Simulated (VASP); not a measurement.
# MoI (F-43m) in VASP: further runs

One crystal, MoI, is run at these levels: LDA, PBE, PBEsol; tasks: band structure.

Program: VASP 6.6.1. These are calculated values, not measurements. Logs are shortened: lines on timing, memory, paths and dates and some standing lists are left out, and cuts for length are marked.

### Step 1. The crystal as given

The structure is cubic, space group F-43m (No. 216). Conventional cell: a = 6.358 Å, b = 6.358 Å, c = 6.358 Å, α = 90.00°, β = 90.00°, γ = 90.00°. Mo (site symmetry -43m) has 4 I at 2.75 Å as nearest neighbours. I (site symmetry -43m) has 4 Mo at 2.75 Å as nearest neighbours.

The cell was built by a generator and needn't be a form met in nature.

### Step 2. Band structure, LDA

Contents of INCAR:

```
PREC     = Accurate       # precision mode
ENCUT    = 520            # plane-wave cutoff, eV
EDIFF    = 1E-6           # SCF threshold, eV
ISMEAR   = -1             # smearing method
SIGMA    = 0.05           # smearing width, eV
LREAL    = F              # projectors in reciprocal space
LASPH    = T              # aspherical terms in the spheres
NELM     = 100            # most SCF steps
ALGO     = Fast           # electronic algorithm
ISIF     = 2              # what is computed and relaxed
LWAVE    = F              # write WAVECAR
LCHARG   = F              # write CHGCAR
LMAXMIX  = 4              # l up to which the mixer works
```

Contents of KPOINTS:

```
regular mesh
0
Gamma
  5 5 5
```

Contents of POSCAR:

```
MoI
1.0
    0.0000000000      3.1788513800      3.1788513800
    3.1788513800      0.0000000000      3.1788513800
    3.1788513800      3.1788513800      0.0000000000
Mo I
1 1
Direct
    0.0000000000      0.0000000000      0.0000000000
    0.7500000000      0.7500000000      0.7500000000
```

Contents of KPOINTS_OPT:

```
path GXWKGLUWLK,UX
15
line-mode
reciprocal
 0.0000000000  0.0000000000  0.0000000000  G
 0.5000000000  0.0000000000  0.5000000000  X

 0.5000000000  0.0000000000  0.5000000000  X
 0.5000000000  0.2500000000  0.7500000000  W

 0.5000000000  0.2500000000  0.7500000000  W
 0.3750000000  0.3750000000  0.7500000000  K

 0.3750000000  0.3750000000  0.7500000000  K
 0.0000000000  0.0000000000  0.0000000000  G

 0.0000000000  0.0000000000  0.0000000000  G
 0.5000000000  0.5000000000  0.5000000000  L

 0.5000000000  0.5000000000  0.5000000000  L
 0.6250000000  0.2500000000  0.6250000000  U

 0.6250000000  0.2500000000  0.6250000000  U
 0.5000000000  0.2500000000  0.7500000000  W

 0.5000000000  0.2500000000  0.7500000000  W
 0.5000000000  0.5000000000  0.5000000000  L

 0.5000000000  0.5000000000  0.5000000000  L
 0.3750000000  0.3750000000  0.7500000000  K

 0.6250000000  0.2500000000  0.6250000000  U
 0.5000000000  0.0000000000  0.5000000000  X
```

Potentials or basis: VASP PAW LDA potentials, release 64 (Mo_sv, I).

Run with:

```sh
> cat potpaw_LDA.64/Mo_sv/POTCAR potpaw_LDA.64/I/POTCAR > POTCAR
> mpirun -np 1 vasp_std > vasp.out
```

OUTCAR:

```text
PREC = Accurate
   ENCUT = 520
   EDIFF = 1E-6
   ISMEAR = -1
   LREAL = F
   LASPH = T
   NELM = 100
   ISIF = 2

 ion  position               nearest neighbor table
   1  0.000  0.000  0.000-   2 2.75   2 2.75   2 2.75   2 2.75
   2  0.750  0.750  0.750-   1 2.75   1 2.75   1 2.75   1 2.75

  LATTYP: Found a face centered cubic cell.
 ALAT       =     6.3577027600

  Lattice vectors:

 A1 = (   0.0000000000,   3.1788513800,   3.1788513800)
 A2 = (   3.1788513800,   0.0000000000,   3.1788513800)
 A3 = (   3.1788513800,   3.1788513800,   0.0000000000)

Analysis of symmetry for initial positions (statically):
=====================================================================
 Subroutine PRICEL returns:
 Original cell was already a primitive cell.

 Routine SETGRP: Setting up the symmetry group for a
 face centered cubic supercell.

 Subroutine GETGRP returns: Found 24 space group operations
 (whereof 24 operations were pure point group operations)
 out of a pool of 48 trial point group operations.

The static configuration has the point symmetry T_d .

Analysis of symmetry for dynamics (positions and initial velocities):
=====================================================================
 Subroutine PRICEL returns:
 Original cell was already a primitive cell.

 Routine SETGRP: Setting up the symmetry group for a
 face centered cubic supercell.

 Subroutine GETGRP returns: Found 24 space group operations
 (whereof 24 operations were pure point group operations)
 out of a pool of 48 trial point group operations.

The dynamic configuration has the point symmetry T_d .

 Subroutine INISYM returns: Found 24 space group operations
 (whereof 24 operations are pure point group operations),
 and found     1 'primitive' translations

----------------------------------------------------------------------------------------

                                     Primitive cell

  volume of cell :      64.2452

  direct lattice vectors                    reciprocal lattice vectors
     0.000000000  3.178851380  3.178851380    -0.157289518  0.157289518  0.157289518
     3.178851380  0.000000000  3.178851380     0.157289518 -0.157289518  0.157289518
     3.178851380  3.178851380  0.000000000     0.157289518  0.157289518 -0.157289518

  length of vectors
     4.495574734  4.495574734  4.495574734     0.272433436  0.272433436  0.272433436

  position of ions in fractional coordinates (direct lattice)
     0.000000000  0.000000000  0.000000000
     0.750000000  0.750000000  0.750000000

  ion indices of the primitive-cell ions
   primitive index   ion index
                 1           1
                 2           2

----------------------------------------------------------------------------------------

 KPOINTS: regular mesh

Automatic generation of k-mesh.
 Grid dimensions read from file:
 generate k-points for:    5    5    5

 Generating k-lattice:

  Cartesian coordinates                     Fractional coordinates (reciprocal lattice)
    -0.031457904  0.031457904  0.031457904     0.200000000  0.000000000  0.000000000
     0.031457904 -0.031457904  0.031457904     0.000000000  0.200000000  0.000000000
     0.031457904  0.031457904 -0.031457904     0.000000000  0.000000000  0.200000000

  Length of vectors
     0.054486687  0.054486687  0.054486687

  Shift w.r.t. Gamma in fractional coordinates (k-lattice)
     0.000000000  0.000000000  0.000000000

 Subroutine IBZKPT returns following result:
 ===========================================

 Found     10 irreducible k-points:

 Following reciprocal coordinates:
            Coordinates               Weight
  0.000000  0.000000  0.000000      1.000000
  0.200000  0.000000  0.000000      8.000000
  0.400000  0.000000  0.000000      8.000000
  0.200000  0.200000  0.000000      6.000000
  0.400000  0.200000  0.000000     24.000000
 -0.400000  0.200000  0.000000     24.000000
 -0.200000  0.200000  0.000000     12.000000
  0.400000  0.400000  0.000000      6.000000
 -0.400000  0.400000  0.000000     12.000000
 -0.400000  0.400000  0.200000     24.000000
   k-points           NKPTS =     10   k-points in BZ     NKDIM =     10   number of bands    NBANDS=     14
   number of dos      NEDOS =    301   number of ions     NIONS =      2
   total plane-waves  NPLWV =  46656
   dimension x,y,z NGX =    36 NGY =   36 NGZ =   36
   dimension x,y,z NGXF=    72 NGYF=   72 NGZF=   72
   ions per type =               1   1
   NGX,Y,Z   is equivalent  to a cutoff of  13.31, 13.31, 13.31 a.u.
   NGXF,Y,Z  is equivalent  to a cutoff of  26.63, 26.63, 26.63 a.u.
 SYSTEM =  unknown system
   PREC   = accura    normal or accurate (medium, high low for compatibility)
   ISTART =      0    job   : 0-new  1-cont  2-samecut
   ICHARG =      2    charge: 1-file 2-atom 10-const
   ISPIN  =      1    spin polarized calculation?
   LNONCOLLINEAR =      F non collinear calculations
   LSORBIT =      F    spin-orbit coupling
   LASPH  =      T    aspherical Exc in radial PAW
   ENCUT  =  520.0 eV  38.22 Ry    6.18 a.u.   8.36  8.36  8.36*2*pi/ulx,y,z
   NELM   =    100;   NELMIN=  2; NELMDL= -5     # of ELM steps
   EDIFF  = 0.1E-05   stopping-criterion for ELM
   LREAL  =      F    real-space projection
   EDIFFG = 0.1E-04   stopping-criterion for IOM
   NSW    =      0    number of steps for IOM
   IBRION =     -1    ionic relax: 0-MD 1-quasi-New 2-CG
   NFREE  =      0    steps in history (QN), initial steepest desc. (CG)
   ISIF   =      2    stress and relaxation
   ISYM   =      2    0-nonsym 1-usesym 2-fastsym
   POTIM  = 0.5000    time-step for ionic-motion
   TEBEG  =    0.0;   TEEND  =   0.0 temperature during run
   PSTRESS=    0.0 pullay stress
   NELECT =      21.0000    total number of electrons
   NUPDOWN=      -1.0000    fix difference up-down
   EMIN   =  10.00;   EMAX   =-10.00  energy-range for DOS
   EFERMI =   0.00;   METHOD = LEGACY
   ISMEAR =    -1;   SIGMA  =   0.05  broadening in eV -4-tet -1-fermi 0-gaus
   EFERMI_NEDOS =   21; number of points for ismear=-14 and -15
   IALGO  =     68    algorithm
   IMIX   =      4    mixing-type and parameters
     AMIX     =   0.40;   BMIX     =  1.00
     AMIX_MAG =   1.60;   BMIX_MAG =  1.00
  volume/ion in A,a.u.               =      32.12       216.77
  Fermi-wavevector in a.u.,A,eV,Ry     =   1.127719  2.131081 17.303223  1.271751
  Thomas-Fermi vector in A             =   2.264407
   LORBIT       =      0    0 simple, 1 ext, 2 COOP (PROOUT), +10 PAW based schemes
   GGA     = CA    functional components
   LHFCALC =     F    Hartree Fock is set to
   AEXX    =    0.0000 exact exchange contribution
   IVDW    =     0    specifies the selected vdW correction
   LEPSILON=     F    determine dielectric tensor
   LRPA    =     F    only Hartree local field effects (RPA)
 non-spin polarized calculation
 RMM-DIIS sequential band-by-band and
  energy-cutoff  :      520.00
  volume of cell :       64.25
 maximum number of plane-waves:      1759
 NGX is ok and might be reduce to    36
   NGX = 17   NGY = 17   NGZ = 17

 number of electron      21.0000000 magnetization

 Free energy of the ion-electron system (eV)
  ---------------------------------------------------
  ext. energy  EPLUGINS =         0.00000000
  ---------------------------------------------------
  free energy    TOTEN  =       -10.86822118 eV

  energy without entropy =      -10.82546258  energy(sigma->0) =      -10.84684188

 E-fermi :   5.6308     XC(G=0):  -9.4651

 val. band max:        5.6187208965   @ k =  -0.4000   0.4000   0.2000
 cond. band min:       5.6324320391   @ k =   0.4000   0.4000   0.0000
 fundamental gap:      0.0137111426
 Fermi energy:         5.6307680277

 k-point     1 :       0.0000    0.0000    0.0000
  band No.  band energies     occupation
      1     -54.6508      2.00000
      2     -28.9605      2.00000
      3     -28.9605      2.00000
      4     -28.9605      2.00000
      5      -9.2771      2.00000
      6       0.7260      2.00000
      7       0.7260      2.00000
      8       0.7260      2.00000
      9       5.2012      1.99963
     10       5.2012      1.99963
     11       5.9696      0.00228
     12       8.0521      0.00000
     13       8.0521      0.00000
     14       8.0521      0.00000

 k-point     2 :       0.2000    0.0000    0.0000
  band No.  band energies     occupation
      1     -54.6506      2.00000
      2     -28.9658      2.00000
      3     -28.9612      2.00000
      4     -28.9612      2.00000
      5      -9.1629      2.00000
      6       0.3293      2.00000
      7       0.7920      2.00000
      8       0.7920      2.00000
      9       5.1340      1.99990
     10       5.1340      1.99990
     11       6.6128      0.00000
     12       7.3157      0.00000
     13       7.7397      0.00000
     14       7.7397      0.00000

 k-point     3 :       0.4000    0.0000    0.0000
  band No.  band energies     occupation
      1     -54.6503      2.00000
      2     -28.9744      2.00000
      3     -28.9625      2.00000
      4     -28.9625      2.00000
      5      -8.9708      2.00000
      6      -0.1274      2.00000
      7       0.8865      2.00000
      8       0.8865      2.00000
      9       5.2747      1.99839
     10       5.2747      1.99838
     11       5.5131      1.82646
     12       6.9407      0.00000
     13       6.9407      0.00000
     14       7.9322      0.00000
[... 86 lines left out ...]
 k-point     9 :      -0.4000    0.4000    0.0000
  band No.  band energies     occupation
      1     -54.6500      2.00000
      2     -28.9755      2.00000
      3     -28.9671      2.00000
      4     -28.9650      2.00000
      5      -8.8286      2.00000
      6      -0.1564      2.00000
      7       0.7570      2.00000
      8       1.0415      2.00000
      9       4.4475      2.00000
     10       5.2406      1.99918
     11       5.3971      1.98148
     12       6.2038      0.00002
     13       6.2548      0.00001
     14       9.8104      0.00000

 k-point    10 :      -0.4000    0.4000    0.2000
  band No.  band energies     occupation
      1     -54.6501      2.00000
      2     -28.9744      2.00000
      3     -28.9670      2.00000
      4     -28.9648      2.00000
      5      -8.8535      2.00000
      6       0.0461      2.00000
      7       0.5189      2.00000
      8       1.0157      2.00000
      9       4.5974      2.00000
     10       4.9771      2.00000
     11       5.6187      1.11989
     12       6.1200      0.00011
     13       6.7597      0.00000
     14      10.1110      0.00000

------------------------ aborting loop because EDIFF is reached ----------------------------------------

  FORCE on cell =-STRESS in cart. coord.  units (eV):
  Direction    XX          YY          ZZ          XY          YZ          ZX
  --------------------------------------------------------------------------------------
  -------------------------------------------------------------------------------------
  Total       -4.5860388     -4.5860388     -4.5860388      0.0000000      0.0000000     -0.0000000
  in kB     -114.3688199   -114.3688199   -114.3688199      0.0000000      0.0000000     -0.0000000
  external PRESSURE =    -114.3688199 kB  Pullay stress =       0.0000000 kB

 VOLUME and BASIS-vectors are now :
 -----------------------------------------------------------------------------
  energy-cutoff  :      520.00
  volume of cell :       64.25
      direct lattice vectors                 reciprocal lattice vectors
     0.000000000  3.178851380  3.178851380    -0.157289518  0.157289518  0.157289518
     3.178851380  0.000000000  3.178851380     0.157289518 -0.157289518  0.157289518
     3.178851380  3.178851380  0.000000000     0.157289518  0.157289518 -0.157289518

 POSITION                                       TOTAL-FORCE (eV/Angst)
 -----------------------------------------------------------------------------------
      0.00000      0.00000      0.00000         0.000000      0.000000      0.000000
      4.76828      4.76828      4.76828        -0.000000     -0.000000     -0.000000
 -----------------------------------------------------------------------------------
    total drift:                               -0.000000     -0.000000     -0.000000

  FREE ENERGIE OF THE ION-ELECTRON SYSTEM (eV)
  ---------------------------------------------------
  free  energy   TOTEN  =       -10.8682211797 eV

  energy  without entropy=      -10.8254625786  energy(sigma->0) =      -10.84684188
```

It took 30 s on 1 thread of Intel Xeon 6975P-C (Granite Rapids), shared host; peak memory 0.18 GiB.

Results:

```yaml
Free_energy: -10.8682 eV
Pressure: -11.4 GPa
Band_gap_along_the_path: none (metal or under the smearing width)
```

Levels at the corners of the path, in eV from the Fermi level:
| point | band 8 | band 9 | band 10 | band 11 | band 12 | band 13 | band 14 |
| --- | --- | --- | --- | --- | --- | --- | --- |
| Γ | -4.90 | -0.43 | -0.43 | 0.34 | 2.42 | 2.42 | 2.42 |
| X | -4.56 | -1.11 | -0.39 | 0.05 | 0.23 | 0.23 | 3.88 |
| X | -4.56 | -1.11 | -0.39 | 0.05 | 0.23 | 0.23 | 3.88 |
| W | -4.58 | -1.20 | -0.70 | -0.04 | 0.41 | 1.09 | 5.06 |
| W | -4.58 | -1.20 | -0.70 | -0.04 | 0.41 | 1.09 | 5.06 |
| K | -4.60 | -1.18 | -0.32 | -0.30 | 0.61 | 0.77 | 4.24 |
| K | -4.60 | -1.18 | -0.32 | -0.30 | 0.61 | 0.77 | 4.24 |
| Γ | -4.90 | -0.43 | -0.43 | 0.34 | 2.42 | 2.42 | 2.42 |
| Γ | -4.90 | -0.43 | -0.43 | 0.34 | 2.42 | 2.42 | 2.42 |
| L | -4.73 | -0.33 | -0.27 | -0.27 | 1.12 | 1.12 | 2.34 |
| L | -4.73 | -0.33 | -0.27 | -0.27 | 1.12 | 1.12 | 2.34 |
| U | -4.60 | -1.18 | -0.32 | -0.30 | 0.61 | 0.77 | 4.24 |
| U | -4.60 | -1.18 | -0.32 | -0.30 | 0.61 | 0.77 | 4.24 |
| W | -4.58 | -1.20 | -0.70 | -0.04 | 0.41 | 1.09 | 5.09 |
| W | -4.58 | -1.20 | -0.70 | -0.04 | 0.41 | 1.09 | 5.06 |
| L | -4.73 | -0.33 | -0.27 | -0.27 | 1.12 | 1.12 | 2.34 |
| L | -4.73 | -0.33 | -0.27 | -0.27 | 1.12 | 1.12 | 2.34 |
| K | -4.60 | -1.18 | -0.32 | -0.30 | 0.61 | 0.77 | 4.24 |
| U | -4.60 | -1.18 | -0.32 | -0.30 | 0.61 | 0.77 | 4.24 |
| X | -4.56 | -1.11 | -0.39 | 0.05 | 0.23 | 0.23 | 3.88 |

Caveat: spin-orbit coupling is left out, which moves the levels of the heavy elements; an odd number of electrons without spin polarisation forces a metal; a magnetic or distorted state may lie lower.

### Step 3. Band structure, LDA, spin-orbit coupling, no magnetisation

Changes to INCAR since step 2:

```diff
@@ -12,2 +12,6 @@
 LCHARG   = F              # write CHGCAR
+MAGMOM   = 0 0 0 0 0 0    # initial moments
+LORBIT   = 11             # projections on sites
+LSORBIT  = T              # spin-orbit coupling
+GGA_COMPAT= F            
 LMAXMIX  = 4              # l up to which the mixer works
```

KPOINTS is that of step 2.

POSCAR is that of step 2.

KPOINTS_OPT is that of step 2.

Potentials or basis: VASP PAW LDA potentials, release 64 (Mo_sv, I).

Run with:

```sh
> cat potpaw_LDA.64/Mo_sv/POTCAR potpaw_LDA.64/I/POTCAR > POTCAR
> mpirun -np 1 vasp_ncl > vasp.out
```

It took 3.4 min on 1 thread of Intel Xeon 6975P-C (Granite Rapids), shared host; peak memory 0.33 GiB.

The run converged. Its results:

```yaml
Free_energy: -11.1174 eV
Pressure: -11.3 GPa
Valence_electrons_inside_the_program's_atomic_spheres: Mo 12.32; I 4.28
```

### Step 4. Band structure, LDA

Contents of INCAR:

```
PREC = Accurate
ENCUT = 520
EDIFF = 1E-6
ISMEAR = -1
SIGMA = 0.05
LREAL = F
LASPH = T
NELM = 100
ALGO = Fast
ISIF = 2
LWAVE = F
LCHARG = F
LMAXMIX = 4
```

Contents of KPOINTS:

```
Automatic mesh
0
Gamma
  7 7 7
```

POSCAR is that of step 3.

Changes to KPOINTS_OPT since step 3:

```diff
@@ -1,3 +1,3 @@
 path GXWKGLUWLK,UX
-15
+20
 line-mode
```

Run with:

```sh
> cat potpaw_LDA.64/Mo_sv/POTCAR potpaw_LDA.64/I/POTCAR > POTCAR
> mpirun -np 1 vasp_std > vasp.out
```

Wall time 76 s (1 thread of AMD EPYC 9R45 (Zen 5), shared host); peak memory 0.16 GiB.

Results (log left out):

```
Free energy             : -10.8935 eV
Pressure                : -11.5 GPa
Band gap along the path : none (metal or under the smearing width)
```

Levels at the corners of the path, in eV from the Fermi level:
```tsv
point	band 7	band 8	band 9	band 10	band 11	band 12	band 13	band 14
Γ	-4.87	-4.87	-0.41	-0.41	0.37	2.45	2.45	2.45
X	-4.53	-4.53	-1.08	-0.37	0.08	0.26	0.26	3.91
X	-4.53	-4.53	-1.08	-0.37	0.08	0.26	0.26	3.91
W	-5.29	-4.55	-1.17	-0.67	-0.02	0.44	1.11	5.09
W	-5.29	-4.55	-1.17	-0.67	-0.02	0.44	1.11	5.10
K	-4.98	-4.57	-1.15	-0.29	-0.27	0.64	0.80	4.27
K	-4.98	-4.57	-1.15	-0.29	-0.27	0.64	0.80	4.27
Γ	-4.87	-4.87	-0.41	-0.41	0.37	2.45	2.45	2.45
Γ	-4.87	-4.87	-0.41	-0.41	0.37	2.45	2.45	2.45
L	-4.70	-4.70	-0.30	-0.25	-0.25	1.15	1.15	2.38
L	-4.70	-4.70	-0.30	-0.25	-0.25	1.15	1.15	2.38
U	-4.98	-4.57	-1.15	-0.29	-0.27	0.64	0.80	4.27
U	-4.98	-4.57	-1.15	-0.29	-0.27	0.64	0.80	4.27
W	-5.29	-4.55	-1.17	-0.67	-0.02	0.44	1.11	5.10
W	-5.29	-4.55	-1.17	-0.67	-0.02	0.44	1.11	5.12
L	-4.70	-4.70	-0.30	-0.25	-0.25	1.15	1.15	2.38
L	-4.70	-4.70	-0.30	-0.25	-0.25	1.15	1.15	2.38
K	-4.98	-4.57	-1.15	-0.29	-0.27	0.64	0.80	4.27
U	-4.98	-4.57	-1.15	-0.29	-0.27	0.64	0.80	4.27
X	-4.53	-4.53	-1.08	-0.37	0.08	0.26	0.26	3.91
```

Caveat: spin-orbit coupling is left out, which moves the levels of the heavy elements; an odd number of electrons without spin polarisation forces a metal; a magnetic or distorted state may lie lower.

(Part 1 of 2 ends here.)
